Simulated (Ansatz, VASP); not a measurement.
# SiO2 (Cristobalite) in two plane-wave programs, part 2 of 3

Wanted: the spread between two codes on one cell, functional and k mesh. The cell is taken from a series of runs on this material, whose earlier steps may have relaxed, scaled, displaced or heated it; both programs get it as it stands.

VASP 6.6.1 and Ansatz 0.2.0.

So far: The structure; Ansatz: zone-centre phonons, LDA.

## Step 3: VASP: zone-centre phonons, LDA

Level of this step: LDA; plane waves and PAW (O, Si) (VASP).

The same cell, functional (in two slightly different forms) and mesh now go to VASP, with its own data sets.

Lines of VASP's logs that name or quote its potential files are left out, and so is its time.

INCAR reads:

```
SYSTEM = SiO2
PREC = Accurate
ENCUT = 600
EDIFF = 1E-08
NELM = 120
ISMEAR = 0
SIGMA = 0.01
LREAL = .FALSE.
ALGO = Normal
GGA = CA
NBANDS = 44
LORBIT = 11
LWAVE = .FALSE.
LCHARG = .FALSE.
ISIF = 2
IBRION = 8
LEPSILON = .TRUE.
LASPH = .TRUE.
GGA_COMPAT = .FALSE.
EFERMI = MIDGAP
KPAR = 2
```

POSCAR reads:

```
SiO2
1.0
    5.0916753046      0.0000000000      0.0000000000
    0.0000000000      5.0916753046      0.0000000000
    0.0000000000      0.0000000000      6.9767407867
O Si
8 4
Direct
    0.2421994902      0.0861003023      0.1714682404
    0.4138996977      0.7421994902      0.4214682404
    0.7578005098      0.9138996977      0.6714682404
    0.5861003023      0.2578005098      0.9214682404
    0.7421994902      0.4138996977      0.5785317596
    0.9138996977      0.7578005098      0.3285317596
    0.2578005098      0.5861003023      0.0785317596
    0.0861003023      0.2421994902      0.8285317596
    0.2911760321      0.2911760321      0.0000000000
    0.2088239679      0.7911760321      0.2500000000
    0.7088239679      0.7088239679      0.5000000000
    0.7911760321      0.2088239679      0.7500000000
```

KPOINTS reads:

```
Automatic mesh
0
Gamma
4 4 4
0 0 0
```

The projector-augmented-wave data sets are O and Si (LDA family, release 64).

The run is started by

```bash
> mpirun -np 2 vasp_std
```

Log:

```text
[banner, memory and clock lines left out]
running    2 mpi-ranks, on    1 nodes
 distrk:  each k-point on    1 cores,    2 groups
 distr:  one band on    1 cores,    1 groups

 POSCAR found type information on POSCAR O Si
 POSCAR found :  2 types and      12 ions
 LDA part: xc-table for (Slater(with rela. corr.)+CA(PZ))
 , standard interpolation
 POSCAR, INCAR and KPOINTS ok, starting setup
 FFT: planning ... GRIDC
 FFT: planning ... GRID_SOFT
 FFT: planning ... GRID
 WAVECAR not read
 entering main loop
       N       E                     dE             d eps       ncg     rms          rms(c)
DAV:   1     0.431106600510E+03    0.43111E+03   -0.35030E+04  1584   0.147E+03
DAV:   2    -0.827172178999E+02   -0.51382E+03   -0.49745E+03  2044   0.324E+02
DAV:   3    -0.117132623243E+03   -0.34415E+02   -0.34250E+02  1968   0.888E+01
DAV:   4    -0.117601485577E+03   -0.46886E+00   -0.46804E+00  1976   0.114E+01
DAV:   5    -0.117609991908E+03   -0.85063E-02   -0.85006E-02  1960   0.150E+00    0.304E+01
DAV:   6    -0.104149356757E+03    0.13461E+02   -0.52592E+01  1836   0.329E+01    0.150E+01
DAV:   7    -0.103909086156E+03    0.24027E+00   -0.14015E+00  1856   0.499E+00    0.523E+00
DAV:   8    -0.103782600297E+03    0.12649E+00   -0.78024E-02  1936   0.166E+00    0.200E+00
DAV:   9    -0.103761269776E+03    0.21331E-01   -0.32498E-02  1984   0.107E+00    0.322E-01
DAV:  10    -0.103762949086E+03   -0.16793E-02   -0.39694E-03  1832   0.297E-01    0.120E-01
DAV:  11    -0.103762906059E+03    0.43026E-04   -0.12729E-03  1880   0.182E-01    0.209E-02
DAV:  12    -0.103762911618E+03   -0.55581E-05   -0.30993E-05  1856   0.285E-02    0.147E-02
DAV:  13    -0.103762915036E+03   -0.34182E-05   -0.13357E-05  1784   0.162E-02    0.498E-03
DAV:  14    -0.103762915292E+03   -0.25670E-06   -0.38645E-07  1980   0.307E-03    0.856E-04
DAV:  15    -0.103762915315E+03   -0.22437E-07   -0.29323E-08  1504   0.728E-04    0.622E-04
DAV:  16    -0.103762915312E+03    0.25357E-08   -0.97950E-09  1380   0.482E-04
   1 F= -.10376292E+03 E0= -.10376292E+03  d E =0.000000E+00
 Linear response reoptimize wavefunctions to high precision
DAV:   1    -0.103762915312E+03   -0.15552E-09   -0.55526E-09  1060   0.363E-04
DAV:   2    -0.103762915313E+03   -0.77307E-10   -0.53411E-10  1008   0.116E-04
 Linear response G [H, r] |phi>, progress :
  Direction:   1
       N       E                     dE             d eps       ncg     rms
RMM:   1    -0.241534441206E+03   -0.24153E+03    0.23527E+02  3652   0.958E+01
RMM:   2    -0.225492143603E+03    0.16042E+02   -0.15089E+01  2767   0.188E+01
RMM:   3    -0.225626885622E+03   -0.13474E+00   -0.31097E-01  2861   0.240E+00
RMM:   4    -0.225632246963E+03   -0.53613E-02   -0.90867E-03  2989   0.397E-01
RMM:   5    -0.225632373047E+03   -0.12608E-03   -0.46007E-04  2996   0.729E-02
RMM:   6    -0.225632378510E+03   -0.54635E-05   -0.85247E-05  3034   0.154E-02
RMM:   7    -0.225632379840E+03   -0.13294E-05   -0.82443E-05  3068   0.570E-03
RMM:   8    -0.225632382202E+03   -0.23622E-05   -0.10059E-04  3068   0.406E-03
RMM:   9    -0.225632382291E+03   -0.89456E-07   -0.16463E-04  2968   0.381E-03
RMM:  10    -0.225632381440E+03    0.85134E-06    0.32681E-05  2870   0.378E-03
RMM:  11    -0.225632377148E+03    0.42921E-05    0.35488E-05  2851   0.381E-03
 Linear response G [H, r] |phi>, progress :
  Direction:   2
       N       E                     dE             d eps       ncg     rms
RMM:   1    -0.241175053858E+03   -0.24118E+03    0.23915E+02  3535   0.956E+01
RMM:   2    -0.233619165934E+03    0.75559E+01   -0.13258E+01  2736   0.181E+01
RMM:   3    -0.233745730186E+03   -0.12656E+00   -0.26262E-01  2846   0.225E+00
RMM:   4    -0.233750828487E+03   -0.50983E-02   -0.75306E-03  2976   0.377E-01
RMM:   5    -0.233750942337E+03   -0.11385E-03   -0.12560E-04  2995   0.677E-02
RMM:   6    -0.233750943387E+03   -0.10501E-05    0.23353E-04  3038   0.145E-02
RMM:   7    -0.233750943122E+03    0.26421E-06    0.24940E-04  3070   0.544E-03
RMM:   8    -0.233750941191E+03    0.19315E-05    0.24361E-04  3072   0.393E-03
RMM:   9    -0.233750941037E+03    0.15356E-06    0.42181E-04  2963   0.371E-03
RMM:  10    -0.233750941150E+03   -0.11285E-06    0.34964E-04  2878   0.368E-03
RMM:  11    -0.233750943579E+03   -0.24291E-05    0.47046E-04  2850   0.370E-03
 Linear response G [H, r] |phi>, progress :
  Direction:   3
       N       E                     dE             d eps       ncg     rms
RMM:   1    -0.240716490431E+03   -0.24072E+03    0.24656E+02  3572   0.961E+01
RMM:   2    -0.229558839696E+03    0.11158E+02   -0.14652E+01  2716   0.186E+01
RMM:   3    -0.229701426703E+03   -0.14259E+00   -0.28900E-01  2827   0.235E+00
RMM:   4    -0.229707103128E+03   -0.56764E-02   -0.83524E-03  2959   0.397E-01
RMM:   5    -0.229707272009E+03   -0.16888E-03   -0.18569E-04  2997   0.713E-02
RMM:   6    -0.229707278179E+03   -0.61705E-05    0.17197E-04  3038   0.151E-02
[...]
RMM:   5    -0.638646366215E+00   -0.15495E-01   -0.79006E-03  2999   0.356E-01    0.673E-02
RMM:   6    -0.641461026565E+00   -0.28147E-02   -0.59020E-04  2949   0.866E-02    0.290E-02
RMM:   7    -0.641894969027E+00   -0.43394E-03   -0.17932E-04  2998   0.339E-02    0.752E-03
RMM:   8    -0.642149609007E+00   -0.25464E-03   -0.15431E-05  2979   0.846E-03    0.305E-03
[...]
RMM:   8    -0.371218158502E+00   -0.64143E-05   -0.43439E-07  6038   0.154E-03    0.390E-04
RMM:   9    -0.371215165744E+00    0.29928E-05    0.12790E-07  6000   0.485E-04    0.194E-04
RMM:  10    -0.371216799729E+00   -0.16340E-05    0.61237E-08  6026   0.203E-04    0.528E-05
RMM:  11    -0.371216945183E+00   -0.14545E-06    0.63401E-08  6042   0.108E-04    0.196E-05
RMM:  12    -0.371217047402E+00   -0.10222E-06    0.74617E-08  6002   0.945E-05    0.669E-06
RMM:  13    -0.371217035967E+00    0.11435E-07    0.62965E-08  6220   0.864E-05    0.248E-06
RMM:  14    -0.371217046359E+00   -0.10393E-07    0.95408E-08  6108   0.850E-05    0.121E-06
RMM:  15    -0.371217037712E+00    0.86474E-08    0.51328E-08  6172   0.843E-05    0.785E-07
 first order change of Fermi-energy  -0.98788E-01
 force on displaced ion       1 direction 2 :  -6.261 -43.654  24.978
 Born effective charge ion    1 direction 2 :  -0.131  -2.332   0.855
 Linear response progress:
  Degree of freedom:   3/  5
       N       E                     dE             d eps       ncg     rms          rms(c)
RMM:   1    -0.377097646057E+00   -0.37710E+00    0.34273E-01  6276   0.268E+00
RMM:   2    -0.368675809003E+00    0.84218E-02   -0.10546E-02  5370   0.441E-01    0.302E-01
RMM:   3    -0.369155889465E+00   -0.48008E-03   -0.25202E-03  5595   0.192E-01    0.162E-01
RMM:   4    -0.370818560991E+00   -0.16627E-02   -0.17987E-03  5615   0.149E-01    0.449E-02
RMM:   5    -0.370923324333E+00   -0.10476E-03   -0.10662E-04  5954   0.325E-02    0.181E-02
RMM:   6    -0.370792405374E+00    0.13092E-03   -0.19607E-05  5958   0.136E-02    0.308E-03
RMM:   7    -0.370814751879E+00   -0.22347E-04   -0.81775E-08  6031   0.326E-03    0.165E-03
RMM:   8    -0.370801943251E+00    0.12809E-04    0.28017E-07  5959   0.155E-03    0.620E-04
RMM:   9    -0.370796985902E+00    0.49573E-05    0.62541E-07  5972   0.681E-04    0.314E-04
RMM:  10    -0.370798846191E+00   -0.18603E-05    0.25335E-07  5962   0.360E-04    0.788E-05
RMM:  11    -0.370798885828E+00   -0.39637E-07    0.36221E-07  6029   0.144E-04    0.301E-05
RMM:  12    -0.370799008533E+00   -0.12270E-06    0.28713E-07  6045   0.105E-04    0.108E-05
RMM:  13    -0.370798906772E+00    0.10176E-06    0.26874E-07  6116   0.892E-05    0.467E-06
RMM:  14    -0.370798946234E+00   -0.39462E-07    0.35855E-07  6192   0.858E-05    0.161E-06
RMM:  15    -0.370798933811E+00    0.12424E-07    0.34574E-07  6217   0.842E-05    0.616E-07
RMM:  16    -0.370798935888E+00   -0.20775E-08    0.49116E-07  6127   0.835E-05    0.254E-07
RMM:  17    -0.370798934507E+00    0.13810E-08    0.42451E-07  6247   0.830E-05    0.155E-07
RMM:  18    -0.370798934198E+00    0.30961E-09    0.41400E-07  6341   0.827E-05    0.856E-08
 first order change of Fermi-energy  -0.57628E-01
 force on displaced ion       1 direction 3 :   4.780  24.975 -26.038
 Born effective charge ion    1 direction 3 :   0.050   0.842  -1.644
 Linear response progress:
  Degree of freedom:   4/  5
       N       E                     dE             d eps       ncg     rms          rms(c)
RMM:   1    -0.506000604881E-01   -0.50600E-01   -0.36679E-02  9314   0.136E+00
RMM:   2    -0.260282280320E-01    0.24572E-01   -0.40525E-03  5591   0.405E-01    0.284E-01
RMM:   3    -0.254767378285E-01    0.55149E-03   -0.94393E-04  5868   0.125E-01    0.156E-01
RMM:   4    -0.251228201599E-01    0.35392E-03   -0.63704E-04  5961   0.822E-02    0.320E-02
RMM:   5    -0.250702804874E-01    0.52540E-04   -0.63481E-05  5960   0.192E-02    0.995E-03
RMM:   6    -0.250487022036E-01    0.21578E-04   -0.35523E-05  5851   0.119E-02    0.274E-03
RMM:   7    -0.250446661410E-01    0.40361E-05    0.27526E-05  5991   0.367E-03    0.149E-03
RMM:   8    -0.250505941455E-01   -0.59280E-05   -0.59741E-06  5898   0.163E-03    0.301E-04
RMM:   9    -0.250503041411E-01    0.29000E-06   -0.22942E-06  5978   0.354E-04    0.214E-04
RMM:  10    -0.250501373526E-01    0.16679E-06    0.16276E-06  5993   0.247E-04    0.540E-05
RMM:  11    -0.250503141800E-01   -0.17683E-06   -0.15724E-07  5957   0.829E-05    0.198E-05
RMM:  12    -0.250502550783E-01    0.59102E-07    0.10402E-07  6072   0.428E-05    0.916E-06
RMM:  13    -0.250502589946E-01   -0.39163E-08   -0.59141E-08  6175   0.310E-05    0.326E-06
 first order change of Fermi-energy   0.34127E-01
 force on displaced ion       9 direction 1 : -46.436  -0.058   0.594
 Born effective charge ion    9 direction 1 :   3.375   0.020  -0.290
 Linear response progress:
  Degree of freedom:   5/  5
       N       E                     dE             d eps       ncg     rms          rms(c)
RMM:   1    -0.545223638416E-01   -0.54522E-01   -0.61268E-02  9399   0.137E+00
RMM:   2    -0.275157429898E-01    0.27007E-01   -0.42583E-03  5590   0.413E-01    0.285E-01
RMM:   3    -0.266349253409E-01    0.88082E-03   -0.12311E-03  5918   0.130E-01    0.161E-01
RMM:   4    -0.261181036195E-01    0.51682E-03   -0.20791E-03  6031   0.102E-01    0.325E-02
RMM:   5    -0.259725730240E-01    0.14553E-03   -0.58813E-04  5995   0.255E-02    0.138E-02
RMM:   6    -0.258997858042E-01    0.72787E-04   -0.11355E-04  5924   0.175E-02    0.439E-03
RMM:   7    -0.258974241813E-01    0.23616E-05   -0.43431E-05  6003   0.613E-03    0.281E-03
RMM:   8    -0.258987316365E-01   -0.13075E-05   -0.14431E-05  5952   0.326E-03    0.582E-04
RMM:   9    -0.258974670822E-01    0.12646E-05   -0.15504E-06  6000   0.631E-04    0.330E-04
RMM:  10    -0.258982400458E-01   -0.77296E-06   -0.37385E-06  5885   0.344E-04    0.750E-05
RMM:  11    -0.258979516862E-01    0.28836E-06   -0.11657E-06  6056   0.888E-05    0.363E-05
RMM:  12    -0.258977326151E-01    0.21907E-06   -0.35079E-08  6053   0.573E-05    0.196E-05
RMM:  13    -0.258977170254E-01    0.15590E-07   -0.94679E-08  6041   0.384E-05    0.573E-06
RMM:  14    -0.258977459335E-01   -0.28908E-07   -0.61629E-07  6062   0.297E-05    0.220E-06
RMM:  15    -0.258977518149E-01   -0.58814E-08   -0.67416E-07  6115   0.280E-05    0.143E-06
RMM:  16    -0.258977541964E-01   -0.23814E-08   -0.71377E-07  5966   0.268E-05    0.340E-07
RMM:  17    -0.258977315746E-01    0.22622E-07   -0.56337E-07  5838   0.261E-05    0.177E-07
RMM:  18    -0.258977143059E-01    0.17269E-07   -0.32032E-07  5859   0.259E-05    0.594E-08
 first order change of Fermi-energy   0.23241E-06
 force on displaced ion       9 direction 3 :   0.615  -0.621 -50.168
 Born effective charge ion    9 direction 3 :   0.176  -0.176   3.288
 Born effective charges drift removed
 Linear response finished
```

(Part 2 of 3 ends here.)

[Lines on the potential files, build, host, timing and source positions are cut from VASP's logs without a mark.]

[Logs are printed without paths, hosts, clocks, repeated set-up lines and the standing remarks that a program may print on its own settings, such as how far it seeks lower states.]

[Hosts, paths, dates, database ids (printed as entryN), source tags and the programs' standing remarks are cut or masked in the printed files.]
